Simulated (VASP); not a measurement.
Consider the following.

```
CELL_PARAMETERS angstrom
      0.00000     2.93291     2.93291
      2.93291     0.00000     2.93291
      2.93291     2.93291     0.00000
ATOMIC_POSITIONS crystal
  Mg 0.00000 0.00000 0.00000
  Se 0.25000 0.25000 0.25000
```

Calculation: LDA (Ceperley-Alder, Perdew-Zunger), VASP's LDA PAW potentials (set 64) (plane waves; VASP). Run with 400 eV cut-off, Gaussian smearing of 0.050 eV, potentials Mg Se.

Question: Give the energies of bands 2 to 7 at the high-symmetry points, in eV from the valence-band maximum.

Answer: 
```tsv
band	Γ	X	U	L	W
2	0.00	-3.11	-2.79	-3.41	-2.61
3	0.00	-1.18	-2.08	-0.39	-2.03
4	0.00	-1.18	-0.94	-0.39	-1.51
5	2.58	3.22	4.14	4.16	5.08
6	7.09	4.78	6.36	6.87	7.24
7	7.09	10.86	9.16	6.87	7.51
```

The gap is direct, 2.58 eV, from the valence maximum at Γ to the conduction minimum at Γ.

The structure comes from a computed database's MgSe entry (F-43m); how it stands against other phases isn't given here. It was relaxed first.
